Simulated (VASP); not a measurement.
Given:

```xyz
2
Lattice="2.8103 0.0000 0.0000 0.0000 2.8103 0.0000 0.0000 0.0000 4.0425" Properties=species:S:1:pos:R:3 pbc="T T T"
Al     1.4052     1.4052     2.0212
Ti     0.0000     0.0000     0.0000
```

Computed with r2SCAN+rVV10, VASP's PBE PAW potentials (set 64) (plane waves; VASP). Numerical set-up: 400 eV cut-off, 14×14×10 Γ-centred mesh, tetrahedra with Blöchl corrections, potentials Al Ti_sv.

Task: Tabulate the total density of states (states/eV per cell) against energy (eV; zero at the valence-band maximum or, without a gap, the Fermi level).

Result: 
```
E (eV) | DOS (states/eV)
    -9.91 |  0.00
    -9.70 |  0.00
    -9.59 |  0.03
    -9.37 | # 0.09
    -9.26 | # 0.12
    -9.04 | # 0.15
    -8.93 | # 0.17
    -8.71 | ## 0.21
    -8.61 | ## 0.23
    -8.39 | ## 0.26
    -8.17 | ### 0.32
    -8.06 | ### 0.34
    -7.84 | ### 0.35
    -7.73 | ### 0.35
    -7.52 | ### 0.36
    -7.41 | ### 0.36
    -7.19 | ### 0.36
    -7.08 | ### 0.37
    -6.86 | ### 0.37
    -6.64 | ### 0.37
    -6.54 | ### 0.38
    -6.32 | ### 0.38
    -6.21 | ### 0.39
    -5.99 | ### 0.40
    -5.88 | ### 0.40
    -5.66 | #### 0.42
    -5.55 | #### 0.46
    -5.34 | ##### 0.54
    -5.12 | ##### 0.56
    -5.01 | ##### 0.53
    -4.79 | #### 0.46
    -4.68 | #### 0.46
    -4.47 | #### 0.46
    -4.36 | #### 0.47
    -4.14 | #### 0.49
    -4.03 | #### 0.51
    -3.81 | ##### 0.56
    -3.59 | ##### 0.63
    -3.48 | ###### 0.68
    -3.27 | ####### 0.76
    -3.16 | ####### 0.80
    -2.94 | ######## 0.97
    -2.83 | ######## 0.95
    -2.61 | ######## 0.96
    -2.40 | ############# 1.47
    -2.29 | ########### 1.22
    -2.07 | ########### 1.33
    -1.96 | ############# 1.56
    -1.74 | ##################### 2.41
    -1.63 | ################## 2.07
    -1.41 | ########## 1.20
    -1.31 | ######### 1.03
    -1.09 | ######## 0.89
    -0.87 | ############# 1.50
    -0.76 | ############### 1.71
    -0.54 | ############## 1.57
    -0.43 | ############### 1.70
    -0.22 | ################# 2.00
    -0.11 | ############### 1.75
     0.11 | ############# 1.49
     0.22 | ############ 1.44
     0.44 | ########### 1.31
     0.66 | ######## 0.90
     0.77 | ######### 1.00
     0.98 | ########### 1.24
     1.09 | ############ 1.39
     1.31 | ################ 1.82
     1.42 | ################ 1.91
     1.64 | ################### 2.19
     1.75 | ################## 2.10
     1.96 | ###################### 2.55
     2.18 | ############################## 3.47
     2.29 | ############################## 3.45
     2.51 | ###################### 2.57
     2.62 | ################# 1.99
     2.83 | ########### 1.31
     2.94 | ########## 1.11
     3.16 | ######### 1.04
     3.27 | ########## 1.13
     3.49 | ######### 0.99
```
Within 2 eV below the Fermi level the largest weight inside VASP's projection spheres is Ti d.

The structure comes from a measured TiAl entry (P4/mmm) of the Crystallography Open Database, whose conditions weren't checked. It was relaxed first. The electron count is odd and the run is not spin-polarised, which forces a metal.
